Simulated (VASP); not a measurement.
Energy against volume of GaSb (zinc blende). These are LDA (Ceperley-Alder, Perdew-Zunger), VASP's LDA PAW potentials (set 64) (plane waves; VASP) values and carry that method's errors. Settings: 520 eV cut-off, 8×8×8 Γ-centred mesh, Gaussian smearing of 0.050 eV, potentials Ga_d Sb.

```json
[
 {"V (Å³/atom)": "26.924", "E (eV/atom)": "-4.32870"},
 {"V (Å³/atom)": "27.756", "E (eV/atom)": "-4.33325"},
 {"V (Å³/atom)": "28.589", "E (eV/atom)": "-4.32931"},
 {"V (Å³/atom)": "29.422", "E (eV/atom)": "-4.31813"}
]
```

**Question.** Fit these four points and predict the energy of the run at 26.091 Å³/atom.

**Answer.** A cubic in V^(−2/3), the third-order Birch-Murnaghan form, passes through the four points with V0 = 27.76 Å³/atom and B0 = 54 GPa, and gives -4.3142 eV/atom there. The run gave -4.3137 eV/atom, +0.5 meV/atom from the fit; all five points give B0 = 55 GPa.

The compound is GaSb in the zinc blende structure. It was relaxed first.
